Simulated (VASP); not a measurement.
Calculation: PBE GGA, VASP's PBE PAW potentials (set 64) (plane waves; VASP).

VASP ran on this input.

INCAR:
```
SYSTEM = Ge63Sb
PREC = Normal; ENCUT = 400; LREAL = Auto
LASPH = T; ISYM = 0; NELECT = 259.0
EDIFF = 1E-5; NELM = 100; NELMIN = 4
ALGO = Fast; LMAXMIX = 4
ISMEAR = 0; SIGMA = 0.05
GGA = PE
ISPIN = 2; MAGMOM = 64*0.0156; NUPDOWN = 1
IBRION = 2; NSW = 60; ISIF = 2
EDIFFG = -0.03
LWAVE = F; LCHARG = F; LORBIT = 10
```

**KPOINTS**
```
Regular mesh
0
gamma
1 1 1
```

File POSCAR:
```
Ge63Sb
1
   11.5673955220     0.0000000000     0.0000000000
    0.0000000000    11.5673955220    -0.0000000000
   -0.0000000000    -0.0000000000    11.5673955220
Ge Sb
63 1
Direct
  0.5000000000   0.0000000000   0.0000000000
  0.6250000000   0.1250000000   0.1250000000
  0.7500000000   0.2500000000   0.0000000000
  0.8750000000   0.3750000000   0.1250000000
  0.7500000000   0.0000000000   0.2500000000
  0.8750000000   0.1250000000   0.3750000000
  0.0000000000   0.0000000000   0.0000000000
  0.1250000000   0.1250000000   0.1250000000
  0.2500000000   0.2500000000   0.0000000000
  0.3750000000   0.3750000000   0.1250000000
  0.5000000000   0.5000000000   0.0000000000
  0.6250000000   0.6250000000   0.1250000000
  0.7500000000   0.7500000000   0.0000000000
  0.8750000000   0.8750000000   0.1250000000
  0.2500000000   0.0000000000   0.2500000000
  0.3750000000   0.1250000000   0.3750000000
  0.5000000000   0.2500000000   0.2500000000
  0.6254120000   0.3791300000   0.3785110000
  0.7500000000   0.5000000000   0.2500000000
  0.8750000000   0.6250000000   0.3750000000
  0.5000000000   0.0000000000   0.5000000000
  0.6250000000   0.1250000000   0.6250000000
  0.7500000000   0.2500000000   0.5000000000
  0.8750000000   0.3750000000   0.6250000000
  0.7500000000   0.0000000000   0.7500000000
  0.8750000000   0.1250000000   0.8750000000
  0.0000000000   0.5000000000   0.0000000000
  0.1250000000   0.6250000000   0.1250000000
  0.2500000000   0.7500000000   0.0000000000
  0.3750000000   0.8750000000   0.1250000000
  0.0000000000   0.2500000000   0.2500000000
  0.1250000000   0.3750000000   0.3750000000
  0.2500000000   0.5000000000   0.2500000000
  0.3759350000   0.6266870000   0.3753570000
  0.5000000000   0.7500000000   0.2500000000
  0.6250000000   0.8750000000   0.3750000000
  0.0000000000   0.0000000000   0.5000000000
  0.1250000000   0.1250000000   0.6250000000
  0.2500000000   0.2500000000   0.5000000000
  0.3760730000   0.3791390000   0.6264630000
  0.6228970000   0.6213810000   0.6265360000
  0.7500000000   0.7500000000   0.5000000000
  0.8750000000   0.8750000000   0.6250000000
  0.2500000000   0.0000000000   0.7500000000
  0.3750000000   0.1250000000   0.8750000000
  0.5000000000   0.2500000000   0.7500000000
  0.6250000000   0.3750000000   0.8750000000
  0.7500000000   0.5000000000   0.7500000000
  0.8750000000   0.6250000000   0.8750000000
  0.0000000000   0.7500000000   0.2500000000
  0.1250000000   0.8750000000   0.3750000000
  0.0000000000   0.5000000000   0.5000000000
  0.1250000000   0.6250000000   0.6250000000
  0.2500000000   0.7500000000   0.5000000000
  0.3750000000   0.8750000000   0.6250000000
  0.0000000000   0.2500000000   0.7500000000
  0.1250000000   0.3750000000   0.8750000000
  0.2500000000   0.5000000000   0.7500000000
  0.3750000000   0.6250000000   0.8750000000
  0.5000000000   0.7500000000   0.7500000000
  0.6250000000   0.8750000000   0.8750000000
  0.0000000000   0.7500000000   0.7500000000
  0.1250000000   0.8750000000   0.8750000000
  0.4995300000   0.4975650000   0.5034080000
```

POTCAR, in this order: Ge Sb (PBE.64 set). Program: vasp_gam.

Problem. What will the output report for the number of irreducible k-points (NKPTS), largest plane-wave count, FFT grid (NGX, NGY, NGZ)?

Solution. 
```
Property                                      Result
--------------------------------------  ------------
number of irreducible k-points (NKPTS)             1
largest plane-wave count                       14057
FFT grid (NGX, NGY, NGZ)                60 × 60 × 60
```

The cell is a supercell with a defect, built from Ge (diamond): Sb_Ge, charge -2.
